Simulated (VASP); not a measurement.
```
CoSi2
1.0
    0.00000     2.73379     2.73379
    2.73379     0.00000     2.73379
    2.73379     2.73379     0.00000
Co Si
1 2
Direct
  0.00000   0.00000   0.00000
  0.25000   0.25000   0.25000
  0.75000   0.75000   0.75000
```

The numbers are results of vdW-DF2, VASP's PBE PAW potentials (set 64) (plane waves; VASP), not measurements. Settings: 520 eV cut-off, 11×11×11 Γ-centred mesh, tetrahedra with Blöchl corrections, potentials Co Si.

**Question.** Predict the energy per atom (σ→0), band gap (on the k-mesh) with the smallest direct gap where there is one.

**Answer.** 
The band gap (on the k-mesh) is none (metal, semimetal or under 0.01 eV) and the energy per atom (σ→0) comes out as -3.863 eV/atom.

Total energies compare only between runs with the same potentials, cut-off and functional.

The compound is CoSi2 in the fluorite structure. It was relaxed first, which changed the volume by +6 %. The run is not spin-polarised, so no magnetic state was tried. The electron count is odd and the run is not spin-polarised, which forces a metal.
